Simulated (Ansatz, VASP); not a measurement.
# SbAs: VASP beside Ansatz

Wanted: the spread between two codes on one cell, functional and k mesh. The cell is generated by rule, not measured, and may not be a known phase. The cell is taken from a series of runs on this material, whose earlier steps may have relaxed, scaled, displaced or heated it; both programs get it as it stands.

Calculated with Ansatz 0.2.0; plane waves, with VASP 6.6.1 beside it; zone-centre phonons at LDA.

The structure was built from a prototype and need not be the compound's stable phase.

## Step 1: The starting structure

It takes space group P6_3/mmc (No. 194, hexagonal). Conventional cell: a = 4.814 Å, b = 4.814 Å, c = 5.773 Å, α = 90.00°, β = 90.00°, γ = 120.00°. Sb has 5 As at 2.78 to 2.89 Å nearest. As has 5 Sb at 2.78 to 2.89 Å nearest. Farther neighbours are not listed.

Structure file:

```
Sb As
1.0
     4.81430    0.00000    0.00000
    -2.40715    4.16931    0.00000
     0.00000    0.00000    5.77325
Sb As
2 2
Direct
  0.33333 0.66667 0.25000
  0.66667 0.33333 0.75000
  0.66667 0.33333 0.25000
  0.33333 0.66667 0.75000
```

## Step 2: VASP: zone-centre phonons, LDA

Second derivatives magnify differences that forces hide, and they need a tight electronic threshold.

Lines of VASP's logs that name or quote its potential files are left out, and so is its time.

File INCAR:

```
SYSTEM = SbAs
PREC = Accurate
ENCUT = 500
EDIFF = 1E-08
NELM = 120
ISMEAR = 1
SIGMA = 0.2
LREAL = .FALSE.
ALGO = Normal
GGA = CA
NBANDS = 16
LORBIT = 11
LWAVE = .FALSE.
LCHARG = .FALSE.
ISIF = 2
IBRION = 8
LASPH = .TRUE.
GGA_COMPAT = .FALSE.
KPAR = 2
```

File POSCAR:

```
SbAs
1.0
    4.8143036723      0.0000000000      0.0000000000
   -2.4071518361      4.1693092817      0.0000000000
    0.0000000000      0.0000000000      5.7732547121
Sb As
2 2
Direct
    0.3333333333      0.6666666667      0.2500000000
    0.6666666667      0.3333333333      0.7500000000
    0.6666666667      0.3333333333      0.2500000000
    0.3333333333      0.6666666667      0.7500000000
```

File KPOINTS:

```
Automatic mesh
0
Gamma
12 12 6
0 0 0
```

The projector-augmented-wave data sets are Sb and As (LDA family, release 64).

Command:

```bash
$ mpirun -np 2 vasp_std
```

Numbers of over 12 decimals in the logs are rounded to 6 here.

The program printed:

```text
[banner, memory and clock lines left out]
running    2 mpi-ranks, on    1 nodes
 distrk:  each k-point on    1 cores,    2 groups
 distr:  one band on    1 cores,    1 groups

 POSCAR found type information on POSCAR SbAs
 POSCAR found :  2 types and       4 ions
 LDA part: xc-table for (Slater(with rela. corr.)+CA(PZ))
 , standard interpolation
 POSCAR, INCAR and KPOINTS ok, starting setup
 FFT: planning ... GRIDC
 FFT: planning ... GRID_SOFT
 FFT: planning ... GRID
 WAVECAR not read
 entering main loop
       N       E                     dE             d eps       ncg     rms          rms(c)
DAV:   1     0.920084102249E+02    0.92008E+02   -0.70255E+03  2432   0.971E+02
DAV:   2    -0.125550096623E+02   -0.10456E+03   -0.10145E+03  3328   0.162E+02
DAV:   3    -0.196565847357E+02   -0.71016E+01   -0.70376E+01  3304   0.483E+01
DAV:   4    -0.197459323373E+02   -0.89348E-01   -0.89156E-01  2840   0.617E+00
DAV:   5    -0.197473064691E+02   -0.13741E-02   -0.13741E-02  3280   0.810E-01    0.478E+00
DAV:   6    -0.195486143256E+02    0.19869E+00   -0.43632E-01  2888   0.272E+00    0.295E+00
DAV:   7    -0.195283448108E+02    0.20270E-01   -0.74956E-02  2992   0.133E+00    0.949E-01
DAV:   8    -0.195232504416E+02    0.50944E-02   -0.82022E-03  3072   0.442E-01    0.186E-01
DAV:   9    -0.195230239182E+02    0.22652E-03   -0.13994E-03  3000   0.211E-01    0.759E-02
DAV:  10    -0.195230366380E+02   -0.12720E-04   -0.61687E-05  2912   0.455E-02    0.382E-02
DAV:  11    -0.195230495909E+02   -0.12953E-04   -0.34781E-05  3072   0.265E-02    0.675E-03
DAV:  12    -0.195230480226E+02    0.15683E-05   -0.63927E-06  2944   0.134E-02    0.488E-03
DAV:  13    -0.195230480969E+02   -0.74314E-07   -0.91753E-07  2968   0.480E-03    0.125E-03
DAV:  14    -0.195230481027E+02   -0.58069E-08   -0.29608E-08  2824   0.913E-04
   1 F= -.19523048E+02 E0= -.19524309E+02  d E =0.378373E-02
 Linear response reoptimize wavefunctions to high precision
DAV:   1    -0.195230481037E+02   -0.10530E-08   -0.53942E-09  2688   0.348E-04
DAV:   2    -0.195230481037E+02   -0.97771E-11   -0.19613E-10  1688   0.850E-05
 Linear response DOF=           4
 Linear response progress:
  Degree of freedom:   1/  4
       N       E                     dE             d eps       ncg     rms          rms(c)
RMM:   1    -0.284755319969E-01   -0.28476E-01    0.10805E-02 18375   0.122E+00
RMM:   2    -0.272045673531E-01    0.12710E-02   -0.23779E-03 15086   0.266E-01    0.454E-02
RMM:   3    -0.272031034173E-01    0.14639E-05   -0.58344E-05 15887   0.447E-02    0.256E-02
RMM:   4    -0.271925478830E-01    0.10556E-04   -0.62265E-06 15897   0.136E-02    0.258E-03
RMM:   5    -0.271936341056E-01   -0.10862E-05   -0.23136E-08 16512   0.268E-03    0.949E-04
RMM:   6    -0.271942094080E-01   -0.57530E-06    0.16238E-07 16251   0.827E-04    0.225E-04
RMM:   7    -0.271942833149E-01   -0.73907E-07    0.22139E-07 16905   0.195E-04    0.753E-05
RMM:   8    -0.271943316195E-01   -0.48305E-07    0.73103E-08 16736   0.701E-05    0.147E-05
RMM:   9    -0.271943539950E-01   -0.22376E-07    0.69369E-08 17071   0.241E-05    0.278E-06
RMM:  10    -0.271943586269E-01   -0.46319E-08    0.56147E-08 16411   0.119E-05    0.117E-06
 first order change of Fermi-energy   0.67966E-04
 force on displaced ion       1 direction 1 :  -2.339  -0.003   0.000
 Linear response progress:
  Degree of freedom:   2/  4
       N       E                     dE             d eps       ncg     rms          rms(c)
RMM:   1    -0.325540202371E-01   -0.32554E-01    0.15972E-02  5745   0.123E+00
RMM:   2    -0.312079300891E-01    0.13461E-02   -0.26413E-03  5105   0.260E-01    0.648E-02
RMM:   3    -0.311273381751E-01    0.80592E-04   -0.15230E-04  5208   0.495E-02    0.368E-02
RMM:   4    -0.310866076942E-01    0.40730E-04   -0.14421E-05  4887   0.233E-02    0.494E-03
RMM:   5    -0.310976106099E-01   -0.11003E-04    0.19937E-06  5421   0.572E-03    0.118E-03
RMM:   6    -0.311000283221E-01   -0.24177E-05    0.27518E-06  4970   0.141E-03    0.483E-04
RMM:   7    -0.311000479577E-01   -0.19636E-07    0.22437E-07  5490   0.483E-04    0.821E-05
RMM:   8    -0.310999890602E-01    0.58897E-07    0.42985E-09  5604   0.108E-04    0.339E-05
RMM:   9    -0.310998148909E-01    0.17417E-06   -0.30367E-08  5476   0.511E-05    0.113E-05
RMM:  10    -0.310998446432E-01   -0.29752E-07   -0.10709E-08  5675   0.240E-05    0.469E-06
RMM:  11    -0.310998335390E-01    0.11104E-07   -0.53068E-09  5343   0.174E-05    0.138E-06
RMM:  12    -0.310998404453E-01   -0.69063E-08   -0.43682E-09  4705   0.118E-05    0.204E-07
 first order change of Fermi-energy  -0.41604E-03
 force on displaced ion       1 direction 3 :   0.000  -0.000  -1.153
 Linear response progress:
  Degree of freedom:   3/  4
       N       E                     dE             d eps       ncg     rms          rms(c)
RMM:   1    -0.473362126074E-01   -0.47336E-01    0.62386E-02 21740   0.111E+00
RMM:   2    -0.464678984621E-01    0.86831E-03   -0.22753E-03 14978   0.252E-01    0.501E-02
RMM:   3    -0.465712011404E-01   -0.10330E-03   -0.76983E-05 15929   0.447E-02    0.273E-02
RMM:   4    -0.466921824359E-01   -0.12098E-03   -0.25198E-05 15713   0.226E-02    0.421E-03
RMM:   5    -0.466938074374E-01   -0.16250E-05   -0.10842E-06 16507   0.504E-03    0.143E-03
RMM:   6    -0.466900432435E-01    0.37642E-05   -0.61229E-08 16511   0.101E-03    0.619E-04
RMM:   7    -0.466911354361E-01   -0.10922E-05    0.18594E-07 16676   0.360E-04    0.129E-04
RMM:   8    -0.466913147107E-01   -0.17927E-06    0.11101E-07 16882   0.106E-04    0.306E-05
RMM:   9    -0.466912770857E-01    0.37625E-07    0.44395E-08 16954   0.396E-05    0.485E-06
RMM:  10    -0.466912791714E-01   -0.20858E-08    0.73078E-08 17164   0.180E-05    0.172E-06
 first order change of Fermi-energy  -0.82365E-04
 force on displaced ion       3 direction 1 :  -2.683  -0.001   0.000
 Linear response progress:
  Degree of freedom:   4/  4
       N       E                     dE             d eps       ncg     rms          rms(c)
RMM:   1    -0.519558513766E-01   -0.51956E-01    0.62089E-02  7089   0.109E+00
RMM:   2    -0.505574227743E-01    0.13984E-02   -0.31293E-03  4987   0.246E-01    0.687E-02
RMM:   3    -0.504992034257E-01    0.58219E-04   -0.33405E-04  5239   0.449E-02    0.385E-02
RMM:   4    -0.505797071941E-01   -0.80504E-04   -0.59713E-05  5254   0.252E-02    0.330E-03
RMM:   5    -0.505968853253E-01   -0.17178E-04   -0.11016E-05  5464   0.445E-03    0.141E-03
RMM:   6    -0.505941653668E-01    0.27200E-05   -0.29757E-06  5390   0.861E-04    0.609E-04
RMM:   7    -0.505927049975E-01    0.14604E-05   -0.12052E-06  5538   0.328E-04    0.527E-05
RMM:   8    -0.505925056688E-01    0.19933E-06   -0.20492E-07  5398   0.119E-04    0.306E-05
RMM:   9    -0.505924430680E-01    0.62601E-07   -0.36720E-08  5647   0.456E-05    0.885E-06
RMM:  10    -0.505924544532E-01   -0.11385E-07    0.34890E-08  5767   0.210E-05    0.304E-06
RMM:  11    -0.505924601870E-01   -0.57338E-08    0.16172E-08  5383   0.171E-05    0.547E-07
 first order change of Fermi-energy   0.56631E-03
 force on displaced ion       3 direction 3 :  -0.000   0.000  -1.674
 Linear response finished
```

Parts of OUTCAR (step 2):

```text
ion  position               nearest neighbor table
   1  0.333  0.667  0.250-   3 2.78   3 2.78   3 2.78   4 2.89   4 2.89
   2  0.667  0.333  0.750-   4 2.78   4 2.78   4 2.78   3 2.89   3 2.89
   3  0.667  0.333  0.250-   1 2.78   1 2.78   1 2.78   2 2.89   2 2.89
   4  0.333  0.667  0.750-   2 2.78   2 2.78   2 2.78   1 2.89   1 2.89

  LATTYP: Found a hexagonal cell.
 ALAT       =     4.8143036723
 C/A-ratio  =     1.1991879003

 Subroutine GETGRP returns: Found 24 space group operations
 (whereof 12 operations were pure point group operations)

The static configuration has the point symmetry D_3d.
 The point group associated with its full space group is D_6h.

 Found     76 irreducible k-points:

   k-points           NKPTS =     76   k-points in BZ     NKDIM =     76   number of bands    NBANDS=     16

   dimension x,y,z NGX =    36 NGY =   36 NGZ =   42
   dimension x,y,z NGXF=    72 NGYF=   72 NGZF=   84

   ENCUT  =  500.0 eV  36.75 Ry    6.06 a.u.   8.78  8.78 10.53*2*pi/ulx,y,z

   NELECT =      20.0000    total number of electrons

 k-points in reciprocal lattice and weights: Automatic mesh
   0.00000000  0.00000000  0.00000000       0.001
   0.08333333  0.00000000  0.00000000       0.007
   0.16666667 -0.00000000  0.00000000       0.007
   0.25000000 -0.00000000  0.00000000       0.007
   0.33333333 -0.00000000  0.00000000       0.007
   0.41666667  0.00000000  0.00000000       0.007
   0.50000000 -0.00000000  0.00000000       0.003
   0.08333333  0.08333333  0.00000000       0.007
   0.16666667  0.08333333  0.00000000       0.014
[...]
0.33333333  0.25000000  0.50000000       0.014
   0.33333333  0.33333333  0.50000000       0.002

 average (electrostatic) potential at core
       1 -88.7822       2 -88.7822       3 -53.1030       4 -53.1030

  Total        0.1664769      0.1664769      0.0946595      0.0000000     -0.0000000      0.0000000
  in kB        2.3016872      2.3016872      1.3087495      0.0000000     -0.0000000      0.0000000
  external PRESSURE =       1.9707080 kB  Pullay stress =       0.0000000 kB

  energy-cutoff  :      500.00
  volume of cell :      115.88
      direct lattice vectors                 reciprocal lattice vectors
     4.814303672  0.000000000  0.000000000     0.207714359  0.119923941  0.000000000
    -2.407151836  4.169309282  0.000000000     0.000000000  0.239847882  0.000000000
     0.000000000  0.000000000  5.773254712     0.000000000  0.000000000  0.173212520

 POSITION                                       TOTAL-FORCE (eV/Angst)
 -----------------------------------------------------------------------------------
     -0.00000      2.77954      1.44331         0.000000     -0.000000      0.000000
      2.40715      1.38977      4.32994        -0.000000      0.000000      0.000000
      2.40715      1.38977      1.44331        -0.000000      0.000000      0.000000
     -0.00000      2.77954      4.32994         0.000000     -0.000000      0.000000
 -----------------------------------------------------------------------------------
    total drift:                                0.000000     -0.000000      0.000000

 Eigenvectors and eigenvalues of the dynamical matrix
 ----------------------------------------------------

   1 f  =    4.926459 THz    30.953852 2PiTHz  164.328969 cm-1    20.374186 meV
             X         Y         Z           dx          dy          dz
     -0.000000  2.779540  1.443314     0.000000    0.000000    0.358934
      2.407152  1.389770  4.329941     0.000000    0.000000   -0.358934
      2.407152  1.389770  1.443314    -0.000000   -0.000000    0.609234
     -0.000000  2.779540  4.329941    -0.000000   -0.000000   -0.609234

   2 f  =    4.272293 THz    26.843606 2PiTHz  142.508340 cm-1    17.668774 meV
             X         Y         Z           dx          dy          dz
     -0.000000  2.779540  1.443314    -0.398959   -0.178974   -0.000000
      2.407152  1.389770  4.329941    -0.398959   -0.178974    0.000000
      2.407152  1.389770  1.443314     0.507018    0.227449    0.000000
     -0.000000  2.779540  4.329941     0.507018    0.227449   -0.000000

   3 f  =    4.272293 THz    26.843606 2PiTHz  142.508340 cm-1    17.668774 meV
             X         Y         Z           dx          dy          dz
     -0.000000  2.779540  1.443314     0.178974   -0.398959    0.000000
      2.407152  1.389770  4.329941     0.178974   -0.398959    0.000000
      2.407152  1.389770  1.443314    -0.227449    0.507018    0.000000
     -0.000000  2.779540  4.329941    -0.227449    0.507018   -0.000000

   4 f  =    2.857528 THz    17.954380 2PiTHz   95.316883 cm-1    11.817782 meV
             X         Y         Z           dx          dy          dz
     -0.000000  2.779540  1.443314    -0.323624   -0.145172    0.000000
      2.407152  1.389770  4.329941     0.323624    0.145172   -0.000000
      2.407152  1.389770  1.443314     0.558130    0.250368   -0.000000
     -0.000000  2.779540  4.329941    -0.558130   -0.250368    0.000000

   5 f  =    2.857528 THz    17.954380 2PiTHz   95.316883 cm-1    11.817782 meV
             X         Y         Z           dx          dy          dz
     -0.000000  2.779540  1.443314    -0.145172    0.323624   -0.000000
      2.407152  1.389770  4.329941     0.145172   -0.323624    0.000000
      2.407152  1.389770  1.443314     0.250368   -0.558130    0.000000
     -0.000000  2.779540  4.329941    -0.250368    0.558130   -0.000000

   6 f  =    2.168343 THz    13.624103 2PiTHz   72.328148 cm-1     8.967543 meV
             X         Y         Z           dx          dy          dz
     -0.000000  2.779540  1.443314     0.000000    0.000000    0.609234
      2.407152  1.389770  4.329941    -0.000000   -0.000000   -0.609234
      2.407152  1.389770  1.443314    -0.000000   -0.000000   -0.358934
     -0.000000  2.779540  4.329941     0.000000    0.000000    0.358934

   7 f  =    0.690785 THz     4.340329 2PiTHz   23.042099 cm-1     2.856855 meV
             X         Y         Z           dx          dy          dz
     -0.000000  2.779540  1.443314     0.558133    0.250360    0.000000
      2.407152  1.389770  4.329941    -0.558133   -0.250360    0.000000
      2.407152  1.389770  1.443314     0.323626    0.145168    0.000000
     -0.000000  2.779540  4.329941    -0.323626   -0.145168    0.000000

   8 f  =    0.690785 THz     4.340329 2PiTHz   23.042099 cm-1     2.856855 meV
             X         Y         Z           dx          dy          dz
     -0.000000  2.779540  1.443314     0.250360   -0.558133   -0.000000
      2.407152  1.389770  4.329941    -0.250360    0.558133   -0.000000
      2.407152  1.389770  1.443314     0.145168   -0.323626   -0.000000
     -0.000000  2.779540  4.329941    -0.145168    0.323626   -0.000000

   9 f  =    0.000771 THz     0.004846 2PiTHz    0.025728 cm-1     0.003190 meV
             X         Y         Z           dx          dy          dz
     -0.000000  2.779540  1.443314    -0.000000   -0.000000    0.556258
      2.407152  1.389770  4.329941    -0.000000   -0.000000    0.556258
      2.407152  1.389770  1.443314    -0.000000   -0.000000    0.436551
     -0.000000  2.779540  4.329941    -0.000000   -0.000000    0.436551

  10 f/i=    0.006378 THz     0.040074 2PiTHz    0.212744 cm-1     0.026377 meV
             X         Y         Z           dx          dy          dz
     -0.000000  2.779540  1.443314    -0.532813    0.157831   -0.000000
      2.407152  1.389770  4.329941    -0.532813    0.157831   -0.000000
      2.407152  1.389770  1.443314    -0.419256    0.124193   -0.000000
     -0.000000  2.779540  4.329941    -0.419256    0.124193   -0.000000

  11 f/i=    0.006378 THz     0.040074 2PiTHz    0.212744 cm-1     0.026377 meV
             X         Y         Z           dx          dy          dz
     -0.000000  2.779540  1.443314     0.157831    0.532813    0.000000
      2.407152  1.389770  4.329941     0.157831    0.532813    0.000000
      2.407152  1.389770  1.443314     0.124193    0.419256    0.000000
     -0.000000  2.779540  4.329941     0.124193    0.419256    0.000000

  12 f/i=    3.663764 THz    23.020110 2PiTHz  122.210021 cm-1    15.152105 meV
             X         Y         Z           dx          dy          dz
     -0.000000  2.779540  1.443314     0.000000   -0.000000    0.436551
      2.407152  1.389770  4.329941     0.000000   -0.000000    0.436551
      2.407152  1.389770  1.443314    -0.000000   -0.000000   -0.556258
     -0.000000  2.779540  4.329941     0.000000   -0.000000   -0.556258

 ELASTIC MODULI CONTR FROM IONIC RELAXATION (kBar)
 Direction    XX          YY          ZZ          XY          YZ          ZX
 --------------------------------------------------------------------------------
 XX        -149.0327    149.0327     -0.0000     -0.0000      0.0000      0.0000
 YY         149.0327   -149.0327      0.0000     -0.0000     -0.0000     -0.0000
 ZZ          -0.0000      0.0000     -0.0000     -0.0000     -0.0000     -0.0000
 XY          -0.0000     -0.0000     -0.0000   -149.0327      0.0000      0.0000
 YZ           0.0000     -0.0000     -0.0000      0.0000     -0.0000     -0.0000
 ZX           0.0000     -0.0000     -0.0000      0.0000     -0.0000     -0.0000
 --------------------------------------------------------------------------------
```

(Continued in part 2 of 2.)

[Lines on the potential files, build, host, timing and source positions are cut from VASP's logs without a mark.]

[Logs are printed without paths, hosts, clocks, repeated set-up lines and the standing remarks that a program may print on its own settings, such as how far it seeks lower states.]

[Hosts, paths, dates, database ids (printed as entryN), source tags and the programs' standing remarks are cut or masked in the printed files.]
